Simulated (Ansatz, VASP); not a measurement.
## BiB: VASP beside Ansatz

POSCAR

```
BiB
1.0
    0.0000000000      2.7448744743      2.7448744743
    2.7448744743      0.0000000000      2.7448744743
    2.7448744743      2.7448744743      0.0000000000
B Bi
1 1
Direct
    0.0000000000      0.0000000000      0.0000000000
    0.2500000000      0.2500000000      0.2500000000
```

File INCAR.step1:

```
SYSTEM = BiB
PREC = Accurate
ENCUT = 520
ISMEAR = 0
SIGMA = 0.01
LREAL = .FALSE.
LASPH = .TRUE.
NELM = 80
NBANDS = 16
GGA = PE
ALGO = Normal
EDIFF = 1E-4
LWAVE = .TRUE.
LCHARG = .FALSE.
```

INCAR.step2

```
SYSTEM = BiB
PREC = Accurate
ENCUT = 520
EDIFF = 1E-7
ISMEAR = 0
SIGMA = 0.01
LREAL = .FALSE.
LASPH = .TRUE.
NELM = 80
ALGO = Normal
ISIF = 2
LWAVE = .FALSE.
LCHARG = .FALSE.
METAGGA = R2SCAN
LMIXTAU = .TRUE.
NBANDS = 16
ISTART = 1
```

Contents of KPOINTS:

```
regular mesh
0
G
  8 8 8
  0 0 0
```

Input for Ansatz:

```yaml
crystal:
  lattice:
    - [0.0, 2.7448744743, 2.7448744743]
    - [2.7448744743, 0.0, 2.7448744743]
    - [2.7448744743, 2.7448744743, 0.0]
  atoms:
    - { symbol: B, position: [0.0, 0.0, 0.0] }
    - { symbol: Bi, position: [0.25, 0.25, 0.25] }
kpoints:
  mp_grid: { grid: [8, 8, 8] }
  band_path:
    path:
      - [0.0, 0.0, 0.0]
      - [-0.5, -0.5, 0.0]
      - [-0.375, -0.375, 0.25]
      - [-0.375, 0.0, 0.375]
      - [0.0, 0.0, 0.5]
      - [-0.5, -0.25, 0.25]
    npoints: 1
hamiltonian:
  xc: r2scan
scf:
  occupations: { method: fixed }
  n_extra_bands: 4
output:
  forces: true
  stress: true
  eigenvalues: true
```

The cell was built by a generator and needn't be a form met in nature.

Alike in both runs: task single point; functional r2SCAN; k mesh 8 × 8 × 8; no spin polarisation.

```csv
,VASP,Ansatz
version,VASP 6.6.1,Ansatz 0.2.0
potentials or method,"VASP PAW PBE potentials, release 64 (B, Bi_d)","plane waves, PAW"
plane-wave cutoff (eV),520,500
occupations,"gaussian, width 0.01 eV",fixed
valence electrons in the cell,18,18
```

Ansatz gave:

```
gap on the k mesh at the Fermi level (eV) : 0.39
pressure (GPa)                            : 0.0
```

Problem. Estimate VASP's values.

Solution. gap on the k mesh at the Fermi level (eV): 0.39; pressure (GPa): -0.1.

Caveats: the PAW data sets were made with another functional, which shifts forces and pressure a little (VASP); spin-orbit coupling is left out, which as a rule narrows the gap of such compounds by several tenths of an eV.
